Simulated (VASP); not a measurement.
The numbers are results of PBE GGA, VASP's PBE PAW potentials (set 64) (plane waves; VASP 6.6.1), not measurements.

Input for VASP

POSCAR:
```
Ga
1
    2.2600000000    -3.8300000000    -0.0000000000
    2.2600000000     3.8300000000     0.0000000000
    0.0000000000     0.0000000000     4.5300000000
Ga
4
Direct
  0.1549000000   0.8451000000   0.9190000000
  0.3451000000   0.6549000000   0.4190000000
  0.6549000000   0.3451000000   0.5810000000
  0.8451000000   0.1549000000   0.0810000000
```

KPOINTS:
```
Automatic mesh
0
Gamma
 7 7 6
0 0 0
```

INCAR:
```
LWAVE=F
GGA=PE   # PBE
ISMEAR=1
SYSTEM=Ga
EDIFF=1E-6   # SCF stop (eV)
LCHARG=F
LASPH=T
ENCUT=520
PREC=Accurate
ALGO=Normal   # blocked Davidson
SIGMA=0.1   # width (eV)
ISIF=2
LREAL=F   # projection in real space or not
NELM=100   # most electronic steps
LMAXMIX=4   # l cut-off of mixed one-centre charges
```

POTCAR, in this order: Ga (PBE.64 set). Program: vasp_std.

What VASP printed:

File OSZICAR:
```
       N       E                     dE             d eps       ncg     rms          rms(c)
DAV:   1     0.278985639245E+02    0.27899E+02   -0.43806E+03  1280   0.953E+02
DAV:   2    -0.101794913583E+02   -0.38078E+02   -0.37003E+02  1678   0.114E+02
DAV:   3    -0.117098128601E+02   -0.15303E+01   -0.14692E+01  1640   0.248E+01
DAV:   4    -0.117273610039E+02   -0.17548E-01   -0.17532E-01  1684   0.203E+00
DAV:   5    -0.117274302228E+02   -0.69219E-04   -0.69203E-04  1524   0.108E-01    0.487E+00
DAV:   6    -0.116546588257E+02    0.72771E-01   -0.11019E-02  1466   0.121E+00    0.285E+00
DAV:   7    -0.116100663159E+02    0.44593E-01   -0.27609E-02  1358   0.182E+00    0.232E-01
DAV:   8    -0.116102848851E+02   -0.21857E-03   -0.74162E-04  1610   0.199E-01    0.320E-02
DAV:   9    -0.116103055444E+02   -0.20659E-04   -0.44811E-05  1534   0.560E-02    0.884E-03
DAV:  10    -0.116103065694E+02   -0.10250E-05   -0.69045E-06  1496   0.177E-02    0.227E-03
DAV:  11    -0.116103068608E+02   -0.29145E-06   -0.73576E-07   800   0.608E-03
   1 F= -.11610307E+02 E0= -.11610334E+02  d E =0.826948E-04
```

### OUTCAR
```
------------------------ aborting loop because EDIFF is reached ----------------------------------------
  FORCE on cell =-STRESS in cart. coord.  units (eV):
  Direction    XX          YY          ZZ          XY          YZ          ZX
  --------------------------------------------------------------------------------------
  Total        0.5605060      1.4206779      1.2885019      0.0000000      0.0000000      0.0000000
  in kB       11.4513179     29.0249052     26.3245066      0.0000000      0.0000000      0.0000000
  external PRESSURE =      22.2669099 kB  Pullay stress =       0.0000000 kB
  volume of cell :       78.42
      direct lattice vectors                 reciprocal lattice vectors
     2.260000000 -3.830000000  0.000000000     0.221238938 -0.130548303  0.000000000
     2.260000000  3.830000000  0.000000000     0.221238938  0.130548303  0.000000000
     0.000000000  0.000000000  4.530000000     0.000000000  0.000000000  0.220750552
 POSITION                                       TOTAL-FORCE (eV/Angst)
 -----------------------------------------------------------------------------------
      2.26000      2.64347      4.16307         0.000000     -0.075100     -0.032996
      2.26000      1.18653      1.89807         0.000000      0.075100     -0.032996
      2.26000     -1.18653      2.63193         0.000000     -0.075100      0.032996
      2.26000     -2.64347      0.36693         0.000000      0.075100      0.032996
 -----------------------------------------------------------------------------------
    total drift:                               -0.000000     -0.000000      0.000000
  FREE ENERGIE OF THE ION-ELECTRON SYSTEM (eV)
  ---------------------------------------------------
  free  energy   TOTEN  =       -11.6103068608 eV

  energy  without entropy=      -11.6103895556  energy(sigma->0) =      -11.61033443
```
(Selected blocks of OUTCAR.)

File OUTCAR:
```
 val. band max:        2.3826783852   @ k =   0.2857   0.2857   0.0000

 cond. band min:       2.4153258645   @ k =  -0.2857   0.1429   0.1667


 Fermi energy:         2.3882350706

 k-point     1 :       0.0000    0.0000    0.0000
  band No.  band energies     occupation
      1      -8.6885      2.00000
      2      -1.9417      2.00000
      3      -1.3889      2.00000
      4       0.5868      2.00000
      5       0.6328      2.00000
      6       1.5550      2.00000
      7       3.2330     -0.00000
      8       3.2789     -0.00000
      9       3.3733     -0.00000
     10       7.4157      0.00000

 k-point     2 :       0.1429   -0.0000    0.0000
  band No.  band energies     occupation
      1      -8.4895      2.00000
      2      -2.1204      2.00000
      3      -1.2916      2.00000
      4      -1.2697      2.00000
      5       1.0364      2.00000
      6       1.8499      2.00000
      7       2.7575     -0.00000
      8       4.1393     -0.00000
      9       5.3470      0.00000
     10       6.2974      0.00000

 k-point     3 :       0.2857   -0.0000    0.0000
  band No.  band energies     occupation
      1      -7.8925      2.00000
      2      -3.8032      2.00000
      3      -1.4135      2.00000
      4      -1.0591      2.00000
      5       0.6076      2.00000
      6       1.1232      2.00000
      7       4.3665     -0.00000
      8       4.5969      0.00000
      9       4.7837      0.00000
     10       5.8472      0.00000

 k-point     4 :       0.4286    0.0000    0.0000
  band No.  band energies     occupation
      1      -6.8999      2.00000
      2      -5.5230      2.00000
      3      -1.2238      2.00000
      4      -1.0769      2.00000
      5       0.8418      2.00000
      6       1.0204      2.00000
      7       3.2173     -0.00000
      8       3.2977     -0.00000
      9       6.1644      0.00000
     10       6.5448      0.00000

 k-point     5 :       0.1429    0.1429    0.0000
...
```

The compound is Ga in the alpha structure. The cell was not relaxed at this level. The run is one of a series of settings (ENCUT = 520, POTCAR Ga (PBE.64 set) against the base run), some of them coarse on purpose.
